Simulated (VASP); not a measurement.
# PtSe2 (Sudovikovite): structure and properties in VASP, part 3 of 5

Aim: relax PtSe2 (Sudovikovite) with LDA, compute its properties on that cell and hold them against experiment. The start is a cell from a database of measured crystal structures.

VASP 6.6.1, plane waves and PAW; the level of theory is named at each step.

So far. Step 3 (Second relaxation): It ends with a largest force of 0.007 eV/Å and a pressure of 0.02 GPa. The volume moved by under 0.01 %: the run met its threshold at the first step. Step 4 (Single point with fields (LDA)): In this run the pressure is 0.02 GPa, small enough to go on. The relaxed cell has a = 3.740, c = 4.788 Å (conventional setting).

The database entry behind the starting cell has ideal inner coordinates that were not refined, so it need not match the best structure at ambient conditions.

## Step 5: Bands along the symmetry lines (LDA)

Level of this step: LDA; plane waves and PAW (Pt, Se) (VASP).

The mesh alone shows little of the dispersion and can miss band extrema, so KPOINTS_OPT adds a path through the symmetry points after the self-consistent cycle.

File INCAR:

```
SYSTEM = PtSe2
PREC = Accurate
ENCUT = 400
EDIFF = 1E-06
NELM = 100
ISMEAR = 0
SIGMA = 0.05
LREAL = .FALSE.
ALGO = Normal
GGA = CA
NBANDS = 24
LASPH = .TRUE.
LORBIT = 11
LWAVE = .FALSE.
LCHARG = .FALSE.
KPAR = 2
```

File POSCAR:

```
PtSe2
1.0
    3.7403324055      0.0000000000      0.0000000000
   -1.8701662028      3.2392228818      0.0000000000
    0.0000000000      0.0000000000      4.7881194269
Pt Se
1 2
Direct
    0.0000000000      0.0000000000      0.0000000000
    0.3333333333      0.6666666667      0.2644490384
    0.6666666667      0.3333333333      0.7355509616
```

File KPOINTS:

```
Automatic mesh
0
Gamma
7 7 5
0 0 0
```

File KPOINTS_OPT:

```
Line mode
16
Line-mode
Reciprocal
  0.00000000   0.00000000   0.00000000 GAMMA
  0.50000000   0.00000000   0.00000000 M

  0.50000000   0.00000000   0.00000000 M
  0.33333333   0.33333333   0.00000000 K

  0.33333333   0.33333333   0.00000000 K
  0.00000000   0.00000000   0.00000000 GAMMA

  0.00000000   0.00000000   0.00000000 GAMMA
  0.00000000   0.00000000   0.50000000 A

  0.00000000   0.00000000   0.50000000 A
  0.50000000   0.00000000   0.50000000 L

  0.50000000   0.00000000   0.50000000 L
  0.33333333   0.33333333   0.50000000 H

  0.33333333   0.33333333   0.50000000 H
  0.00000000   0.00000000   0.50000000 A

  0.50000000   0.00000000   0.50000000 L
  0.50000000   0.00000000   0.00000000 M

  0.33333333   0.33333333   0.00000000 K
  0.33333333   0.33333333   0.50000000 H
```

Potentials, in the order of the species: Pt and Se (LDA family, release 64).

Command:

```
$ mpirun -np 2 vasp_std
```

Log:

```text
[... set-up lines as in an earlier step ...]
 entering main loop
       N       E                     dE             d eps       ncg     rms          rms(c)
DAV:   1     0.839984209141E+02    0.83998E+02   -0.82973E+03  1576   0.652E+02
DAV:   2    -0.142089178159E+02   -0.98207E+02   -0.93654E+02  1912   0.160E+02
DAV:   3    -0.178686034698E+02   -0.36597E+01   -0.36398E+01  1976   0.295E+01
DAV:   4    -0.178895958552E+02   -0.20992E-01   -0.20991E-01  1744   0.252E+00
DAV:   5    -0.178898486450E+02   -0.25279E-03   -0.25279E-03  1992   0.278E-01    0.130E+01
DAV:   6    -0.173355772818E+02    0.55427E+00   -0.30433E+00  1672   0.134E+01    0.800E+00
DAV:   7    -0.171246200898E+02    0.21096E+00   -0.60493E-01  1608   0.633E+00    0.409E+00
DAV:   8    -0.170948562678E+02    0.29764E-01   -0.41480E-02  1912   0.122E+00    0.651E-01
DAV:   9    -0.170931288743E+02    0.17274E-02   -0.32050E-03  1776   0.420E-01    0.175E-01
DAV:  10    -0.170930823001E+02    0.46574E-04   -0.65647E-04  1912   0.126E-01    0.354E-02
DAV:  11    -0.170930793012E+02    0.29989E-05   -0.36689E-05  1752   0.315E-02    0.234E-02
DAV:  12    -0.170930785972E+02    0.70403E-06   -0.27258E-06  1928   0.737E-03
   1 F= -.17093079E+02 E0= -.17091937E+02  d E =-.228260E-02
 Start KPOINTS_OPT (optional k-point list driver)
k-point batch [1-32\144]
       N       E                     dE             ncg
DAV:   1     0.399681262824E+04   -0.11177E+05     1568
DAV:   2     0.866262960456E+03   -0.31305E+04     1888
DAV:   3     0.751591300952E+03   -0.11467E+03     1944
DAV:   4     0.750766153113E+03   -0.82515E+00     1832
DAV:   5     0.750753146830E+03   -0.13006E-01     1992
DAV:   6     0.750752867916E+03   -0.27891E-03     1888
DAV:   7     0.750752861593E+03   -0.63230E-05     1944
DAV:   8     0.750752861421E+03   -0.17182E-06     1344
[...]
k-point batch [129-144\144]
       N       E                     dE             ncg
DAV:   1     0.122575720688E+05   -0.97140E+04      776
DAV:   2     0.106880878063E+05   -0.15695E+04      984
DAV:   3     0.106328692099E+05   -0.55219E+02      928
DAV:   4     0.106324811784E+05   -0.38803E+00      976
DAV:   5     0.106324749415E+05   -0.62370E-02      968
DAV:   6     0.106324748056E+05   -0.13586E-03      984
DAV:   7     0.106324748025E+05   -0.31436E-05      952
DAV:   8     0.106324748024E+05   -0.62288E-07      728
```

It took 14 s on 2 MPI ranks of AMD EPYC 9R45, shared host; peak memory 0.28 GiB; 28 s of CPU time.

From OUTCAR (step 5):

```text
   k-points           NKPTS =     32   k-points in BZ     NKDIM =     32   number of bands    NBANDS=     24

   NELECT =      22.0000    total number of electrons

 E-fermi :   7.0812

 k-point     1 :       0.0000    0.0000    0.0000
  band No.  band energies     occupation
    ...
      6       3.1112      2.00000
      7       3.1112      2.00000
      8       4.5265      2.00000
      9       6.0096      2.00000
     10       6.0096      2.00000
     11       7.8512      0.00000
     12       8.1490      0.00000
     13       8.1490      0.00000
     14      10.2189      0.00000
     15      11.1941      0.00000
    ...

  Total        0.0084064      0.0084064     -0.0018533     -0.0000000     -0.0000000     -0.0000000
  in kB        0.2321685      0.2321685     -0.0511840     -0.0000000     -0.0000000     -0.0000000
  external PRESSURE =       0.1377177 kB  Pullay stress =       0.0000000 kB

 POSITION                                       TOTAL-FORCE (eV/Angst)
 -----------------------------------------------------------------------------------
      0.00000      0.00000      0.00000        -0.000000      0.000000     -0.000000
     -0.00000      2.15948      1.26621        -0.000000      0.000000      0.007263
      1.87017      1.07974      3.52191         0.000000     -0.000000     -0.007263
 -----------------------------------------------------------------------------------
    total drift:                                0.000000     -0.000000     -0.000000

  FREE ENERGIE OF THE ION-ELECTRON SYSTEM (eV)
  ---------------------------------------------------
  free  energy   TOTEN  =       -17.0930785972 eV

  energy  without entropy=      -17.0907959967  energy(sigma->0) =      -17.09193730

[... 8 parts as in an earlier step ...]

[... 8 further parts left out ...]
```

Spin-orbit coupling is off here; with elements this heavy it splits and shifts levels by tenths of an eV or more.

This step gave:

- SCF cycles: 12
- bands: 24
- pressure: 0.01377 GPa

Electronic bands along the path, in eV, zero at the Fermi level; # counts the bands kept, so #1 is VASP's band 3:

| point | #6 | #7 | #8 | #9 | #10 | #11 | #12 | #13 |
| --- | --- | --- | --- | --- | --- | --- | --- | --- |
| Γ | -2.55 | -1.07 | -1.07 | 0.77 | 1.07 | 1.07 | 3.14 | 4.11 |
| 0.53 of the way | -3.58 | -2.28 | -2.13 | -1.58 | 1.44 | 1.90 | 4.80 | 6.28 |
| M | -3.86 | -3.47 | -3.40 | -3.02 | 0.46 | 2.54 | 5.01 | 6.01 |
| 0.47 of the way | -3.52 | -3.29 | -2.87 | -1.78 | 0.18 | 1.32 | 4.38 | 6.47 |
| K | -3.77 | -2.37 | -1.78 | -1.78 | -0.09 | -0.09 | 3.85 | 7.46 |
| 0.47 of the way | -3.52 | -2.92 | -2.36 | -0.42 | 0.52 | 1.67 | 4.81 | 6.50 |
| Γ | -2.55 | -1.07 | -1.07 | 0.77 | 1.07 | 1.07 | 3.14 | 4.11 |
| 0.47 of the way | -2.61 | -1.43 | -1.43 | -0.52 | 1.64 | 1.64 | 3.73 | 5.32 |
| A | -3.06 | -1.79 | -1.79 | -1.72 | 2.36 | 2.36 | 4.87 | 6.51 |
| 0.47 of the way | -3.35 | -1.60 | -1.50 | -1.15 | 0.65 | 1.02 | 4.29 | 6.03 |
| L | -3.50 | -3.20 | -2.73 | -1.17 | 0.59 | 1.46 | 4.71 | 4.95 |
| 0.47 of the way | -3.60 | -3.52 | -2.49 | -2.19 | 1.52 | 2.05 | 5.42 | 5.54 |
| H | -4.47 | -3.60 | -2.58 | -2.58 | 2.34 | 2.34 | 6.67 | 7.46 |
| 0.53 of the way | -3.35 | -1.94 | -1.28 | -1.27 | -0.13 | 1.53 | 5.22 | 5.71 |
| A | -3.06 | -1.79 | -1.79 | -1.72 | 2.36 | 2.36 | 4.87 | 6.51 |
| jump to L | -3.50 | -3.20 | -2.73 | -1.17 | 0.59 | 1.46 | 4.71 | 4.95 |
| 0.47 of the way | -3.52 | -3.27 | -3.24 | -2.07 | 1.42 | 1.44 | 4.01 | 5.16 |
| M | -3.86 | -3.47 | -3.40 | -3.02 | 0.46 | 2.54 | 5.01 | 6.01 |
| jump to K | -3.77 | -2.37 | -1.78 | -1.78 | -0.09 | -0.09 | 3.85 | 7.46 |
| 0.47 of the way | -3.83 | -3.20 | -2.26 | -2.26 | 1.01 | 1.01 | 5.08 | 7.47 |
| H | -4.47 | -3.60 | -2.58 | -2.58 | 2.34 | 2.34 | 6.67 | 7.46 |

Of the projections kept (Pt, Se), the largest for each band there; the rest of the weight can lie on other orbitals:

| point | #6 | #7 | #8 | #9 | #10 | #11 | #12 | #13 |
| --- | --- | --- | --- | --- | --- | --- | --- | --- |
| Γ | Pt 0.86 | Se 0.87 | Se 0.87 | Se 0.99 | Se 0.57 | Se 0.57 | Se 0.56 | Se 0.53 |
| M | Se 0.81 | Pt 1.00 | Pt 0.96 | Pt 0.76 | Pt 0.61 | Se 0.63 | Pt 0.57 | Se 0.52 |
| K | Pt 0.98 | Se 0.76 | Pt 0.59 | Pt 0.59 | Pt 0.64 | Pt 0.64 | Pt 0.60 | Se 0.68 |
| Γ | Pt 0.86 | Se 0.87 | Se 0.87 | Se 0.99 | Se 0.57 | Se 0.57 | Se 0.56 | Se 0.53 |
| A | Se 0.99 | Se 0.92 | Se 0.92 | Pt 0.58 | Se 0.58 | Se 0.58 | Pt 0.55 | Pt 0.64 |
| L | Pt 1.00 | Pt 0.93 | Se 0.77 | Se 0.85 | Pt 0.50 | Pt 0.52 | Se 0.84 | Se 0.56 |

There is no gap at this level.

## Step 6: Density of states (LDA)

A density of states needs more k-points than a total energy; ISMEAR = -5 takes tetrahedra, and LORBIT projects the states on the PAW spheres. The mesh is finer than in the run before.

Edit INCAR of step 5 so:

```diff
@@ -5,3 +5,3 @@
 NELM = 100
-ISMEAR = 0
+ISMEAR = -5
 SIGMA = 0.05
@@ -16 +16,2 @@
 KPAR = 2
+NEDOS = 2001
```

POSCAR is that of step 5.

File KPOINTS:

```
Automatic mesh
0
Gamma
10 10 7
0 0 0
```

Command:

```
$ mpirun -np 2 vasp_std
```

Log:

```text
[... set-up lines as in an earlier step ...]
 entering main loop
       N       E                     dE             d eps       ncg     rms          rms(c)
DAV:   1     0.849935318340E+02    0.84994E+02   -0.82183E+03  3912   0.647E+02
DAV:   2    -0.140833382909E+02   -0.99077E+02   -0.94530E+02  4688   0.160E+02
DAV:   3    -0.178692804360E+02   -0.37859E+01   -0.37666E+01  4896   0.297E+01
DAV:   4    -0.178914332324E+02   -0.22153E-01   -0.22155E-01  4296   0.258E+00
DAV:   5    -0.178916935599E+02   -0.26033E-03   -0.26042E-03  5032   0.283E-01    0.130E+01
DAV:   6    -0.173418302967E+02    0.54986E+00   -0.30927E+00  4056   0.134E+01    0.791E+00
DAV:   7    -0.171230745630E+02    0.21876E+00   -0.59343E-01  3952   0.630E+00    0.399E+00
DAV:   8    -0.170934410133E+02    0.29634E-01   -0.43447E-02  4904   0.130E+00    0.681E-01
DAV:   9    -0.170927468664E+02    0.69415E-03   -0.27938E-03  4440   0.360E-01    0.183E-01
DAV:  10    -0.170927605240E+02   -0.13658E-04   -0.46840E-04  4872   0.113E-01    0.334E-02
DAV:  11    -0.170927889368E+02   -0.28413E-04   -0.24815E-05  4584   0.331E-02    0.181E-02
DAV:  12    -0.170927764569E+02    0.12480E-04   -0.20733E-06  4400   0.732E-03    0.229E-03
DAV:  13    -0.170927764980E+02   -0.41069E-07   -0.37430E-07  2576   0.306E-03
   1 F= -.17092776E+02 E0= -.17092776E+02  d E =0.000000E+00
 -----------------------------------------------------------------------------
|                                                                             |
|           W    W    AA    RRRRR   N    N  II  N    N   GGGG   !!!           |
|           W    W   A  A   R    R  NN   N  II  NN   N  G    G  !!!           |
|           W    W  A    A  R    R  N N  N  II  N N  N  G       !!!           |
|           W WW W  AAAAAA  RRRRR   N  N N  II  N  N N  G  GGG   !            |
|           WW  WW  A    A  R   R   N   NN  II  N   NN  G    G                |
|           W    W  A    A  R    R  N    N  II  N    N   GGGG   !!!           |
|                                                                             |
|     Tetrahedron method does not include variations of the Fermi             |
|     occupations, so forces and stress will be inaccurate. We suggest        |
|     using a different smearing scheme ISMEAR = 1 or 2 for metals in         |
|     relaxations.                                                            |
|                                                                             |
 -----------------------------------------------------------------------------
```

It took 12 s on 2 MPI ranks; peak memory 0.31 GiB; 21 s of CPU time.

OUTCAR, selected parts (step 6):

```text
   k-points           NKPTS =     80   k-points in BZ     NKDIM =     80   number of bands    NBANDS=     24

   NELECT =      22.0000    total number of electrons

 E-fermi :   7.1040

 k-point     1 :       0.0000    0.0000    0.0000
  band No.  band energies     occupation
    ...
      6       3.0966      2.00000
      7       3.0966      2.00000
      8       4.5147      2.00000
      9       6.0109      2.00000
     10       6.0109      2.00000
     11       7.8618     -0.47242
     12       8.1474      0.00000
     13       8.1474      0.00000
     14      10.2207      0.00000
     15      11.1920      0.00000
    ...

  Total        0.0146192      0.0146192     -0.1048798     -0.0000000      0.0000000      0.0000000
  in kB        0.4037544      0.4037544     -2.8965856     -0.0000000      0.0000000      0.0000000
  external PRESSURE =      -0.6963589 kB  Pullay stress =       0.0000000 kB

 POSITION                                       TOTAL-FORCE (eV/Angst)
 -----------------------------------------------------------------------------------
      0.00000      0.00000      0.00000         0.000000      0.000000      0.000000
     -0.00000      2.15948      1.26621        -0.000000     -0.000000     -0.014842
      1.87017      1.07974      3.52191         0.000000      0.000000      0.014842
 -----------------------------------------------------------------------------------
    total drift:                                0.000000     -0.000000     -0.000000

  FREE ENERGIE OF THE ION-ELECTRON SYSTEM (eV)
  ---------------------------------------------------
  free  energy   TOTEN  =       -17.0927764980 eV

  energy  without entropy=      -17.0927764980  energy(sigma->0) =      -17.09277650

[... 6 parts as in an earlier step ...]

[... 10 further parts left out ...]
```

With tetrahedra the forces and stress of a metal are not exact derivatives of the energy.

Numbers from this step:

- SCF cycles: 13
- irreducible k-points: 80
- Fermi energy: 7.104 eV
- pressure: -0.06964 GPa
- DOS at the Fermi level: 0.5893 states/eV/cell

The density of states has structure finer than the step of the table below, so its rows give means over 1 eV, whole bins alone (the curve runs from -12.0 to 7.91 eV). Peaks (eV: height): total -6.3: 4.45, -5.8: 4.58, -4.4: 4.91, -3.5: 7.02; Pt d -6.3: 2.25, -4.4: 2.94, -3.5: 5.25, 1.6: 0.698; Se p -6.3: 1.08, -5.8: 1.15, -1.5: 1.000, 1.6: 1.07; Pt p -2.7: 0.190, -1.5: 0.189, 4.8: 0.133, 5.8: 0.151; Se s -5.7: 0.117, -4.5: 0.0984, -3.4: 0.111, 5.8: 0.0771.

States under -12.0 eV and over 7.9 eV are left out. Density of states against energy, zero at the Fermi level; means over each step; values in states/eV/cell:

| energy (eV) | total | Pt d | Se p | Pt p | Se s | Pt s | Se d |
| --- | --- | --- | --- | --- | --- | --- | --- |
| -9 | 0 | 0 | 0 | 0 | 0 | 0 | 0 |
| -8 | 0.131 | 0.0225 | 0.0365 | 8.5e-4 | 0.00158 | 0.0207 | 6.1e-4 |
| -7 | 2.27 | 0.602 | 0.636 | 0.0429 | 0.0277 | 0.194 | 0.0112 |
| -6 | 3.47 | 1.56 | 0.854 | 0.0661 | 0.0557 | 0.111 | 0.0297 |
| -5 | 2.40 | 1.19 | 0.484 | 0.0617 | 0.0540 | 0.0654 | 0.0239 |
| -4 | 2.77 | 1.76 | 0.384 | 0.0642 | 0.0279 | 0.0497 | 0.0262 |
| -3 | 3.21 | 1.72 | 0.603 | 0.120 | 0.0432 | 0.105 | 0.0257 |
| -2 | 2.54 | 0.803 | 0.896 | 0.169 | 0.0378 | 0.0173 | 0.0188 |
| -1 | 1.04 | 0.208 | 0.454 | 0.0779 | 0.0241 | 0.00927 | 0.0108 |
| 0 | 0.829 | 0.270 | 0.273 | 0.0202 | 0.0379 | 0.00632 | 0.0133 |
| 1 | 1.94 | 0.601 | 0.715 | 0.0317 | 0.0511 | 0.0161 | 0.0381 |
| 2 | 1.42 | 0.397 | 0.642 | 0.0164 | 0.0184 | 0.00835 | 0.0205 |
| 3 | 0.00276 | 4.1e-5 | 1.5e-4 | 3.4e-4 | 1.5e-4 | 0 | 2.8e-4 |
| 4 | 0.465 | 0.0211 | 0.0648 | 0.0239 | 0.0169 | 0.0947 | 0.0477 |
| 5 | 1.81 | 0.0870 | 0.300 | 0.103 | 0.0628 | 0.330 | 0.175 |
| 6 | 1.38 | 0.0788 | 0.185 | 0.100 | 0.0517 | 0.101 | 0.143 |
| 7 | 1.25 | 0.0732 | 0.108 | 0.143 | 0.0357 | 0.0137 | 0.176 |

The finer mesh and the other smearing move the Fermi level by +0.02 eV from the 7×7×5 run, a small shift, which tests the Fermi level alone. Of the states within 0.3 eV of the Fermi level, the largest shares in the PAW spheres are Pt d 33 % and Se p 32 %. The rest lies in smaller channels or between the spheres.

(Part 3 of 5 ends here.)

[Lines on the potential files, build, host, timing and source positions are cut from VASP's logs without a mark.]

[Logs are printed without paths, hosts, clocks, repeated set-up lines and the standing remarks that a program may print on its own settings, such as how far it seeks lower states.]

[Hosts, paths, dates, database ids (printed as entryN), source tags and the programs' standing remarks are cut or masked in the printed files.]

[A measured line is paired with the nearest computed mode of its activity, which favours agreement.]
